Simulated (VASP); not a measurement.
Computed with PBEsol GGA, VASP's PBE PAW potentials (set 64) (plane waves; VASP).

A VASP calculation is set up with these files.

INCAR:
```
! general
SYSTEM   =  Cd4Te3Se
PREC     =  Accurate
ENCUT    =  400
LREAL    =  F
LASPH    =  T
NBANDS   =  129

! electronic loop
EDIFF    =  1E-7
NELM     =  100
ALGO     =  Normal
LMAXMIX  =  4

! smearing
ISMEAR   =  0
SIGMA    =  0.01

! functional
GGA      =  PS

! output
LWAVE    =  F
LCHARG   =  F
NEDOS    =  1001

! other
LOPTICS  =  T
CSHIFT   =  0.1
```

**POSCAR**
```
Cd4Te3Se
1
    4.5209267333     0.0000000000     0.0000000000
    0.0000000000     9.0474294696     0.0000000000
    0.0000000000     0.0000000000     6.3510353842
Cd Te Se
4 3 1
Direct
  0.0000000000   0.0000000000   0.9773687494
  0.5000000000   0.7622949610   0.5088090258
  0.5000000000   0.2377050390   0.5088090258
  0.0000000000   0.5000000000   0.0062563853
  0.0000000000   0.7567864237   0.2497328689
  1.0000000000   0.2432135763   0.2497328689
  0.5000000000   0.5000000000   0.7472955278
  0.5000000000   0.0000000000   0.7520155482
```

**KPOINTS**
```
kpoints
0
G
  11 6 8
0 0 0
```

POTCAR, in this order: Cd Te Se (PBE.64 set). Program: vasp_std.

The dielectric response may not be converged in the k-mesh; for small gaps it tends to come out too large. Unless said otherwise, spin-orbit coupling is left out, though it shifts the bands of the heavy elements here.

Q: What does the run give for the energy per atom (σ→0), band gap (on the k-mesh)?

A: 
| Quantity | Result |
|---|---|
| energy per atom (σ→0) | -2.823 eV/atom |
| band gap (on the k-mesh) | 0.49 eV |

**OSZICAR**
```
...
DAV:  11    -0.225843643062E+02   -0.33097E-04   -0.76789E-05 35880   0.227E-02    0.391E-02
DAV:  12    -0.225843785523E+02   -0.14246E-04   -0.69958E-06 34832   0.599E-03    0.223E-02
DAV:  13    -0.225843905417E+02   -0.11989E-04   -0.93347E-06 33840   0.648E-03    0.577E-03
DAV:  14    -0.225843908050E+02   -0.26330E-06   -0.29179E-07 35264   0.104E-03    0.321E-03
DAV:  15    -0.225843911068E+02   -0.30180E-06   -0.13416E-07 31584   0.642E-04    0.945E-04
DAV:  16    -0.225843911192E+02   -0.12407E-07   -0.33251E-08 32168   0.355E-04
   1 F= -.22584391E+02 E0= -.22584391E+02  d E =-.143231E-14
 imaginary and real dielectric function
```

The structure comes from a computed database's Cd4Te3Se entry (Pmm2); how it stands against other phases isn't given here. It was relaxed first.
